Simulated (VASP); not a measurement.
The input files of a VASP run:

POSCAR:
```
Sn
1
   -2.8635000000     2.8411840000     1.5992990000
    2.8635000000    -2.8411840000     1.5992990000
    2.8635000000     2.8411840000    -1.5992990000
Sn
2
Direct
  0.2500000000   0.7500000000   0.5000000000
 -0.0000000000   0.0056100000   0.0056100000
```

File KPOINTS:
```
Automatic mesh
0
Gamma
12 12 12
0 0 0
```

INCAR:
```
# general
SYSTEM =Sn
PREC   =Accurate
ENCUT  =400
LREAL  =.False.   # projection in real space or not
LASPH  =.True.

# electronic loop
EDIFF  =1E-6
NELM   =100
ALGO   =Normal   # blocked Davidson
LMAXMIX=4

# smearing
ISMEAR =1
SIGMA  =0.1   # width (eV)

# functional
GGA    =PE

# ions
ISIF   =2

# output
LWAVE  =.False.
LCHARG =.False.
```

POTCAR, in this order: Sn_d (PBE.64 set). Program: vasp_std.

Task: Write an equivalent input for Quantum ESPRESSO's pw.x.

Result: One equivalent input (not run):
```
&CONTROL
  calculation = 'scf'
  pseudo_dir = './pseudo'
  outdir = './out'
  tprnfor = .true.
  tstress = .true.
/
&SYSTEM
  ibrav = 0
  nat = 2
  ntyp = 1
  ecutwfc = 72
  occupations = 'smearing'
  smearing = 'methfessel-paxton'
  degauss = 0.00735
  input_dft = 'pbe'
/
&ELECTRONS
  conv_thr = 7.3e-08
  electron_maxstep = 100
/
ATOMIC_SPECIES
  Sn 118.710 Sn.upf
CELL_PARAMETERS angstrom
    -2.8635000    2.8411840    1.5992990
     2.8635000   -2.8411840    1.5992990
     2.8635000    2.8411840   -1.5992990
ATOMIC_POSITIONS crystal
  Sn   0.2500000  0.7500000  0.5000000
  Sn  -0.0000000  0.0056100  0.0056100
K_POINTS automatic
  12 12 12 0 0 0
```
Limits of the translation: the potentials are each code's own (VASP's PAW set, PseudoDojo norm-conserving files in pw.x), so ENCUT and ecutwfc are chosen apart and not converted; conv_thr bounds pw.x's estimated SCF error, while EDIFF bounds the energy change between steps.

The compound is Sn in the beta structure. The cell was not relaxed at this level.
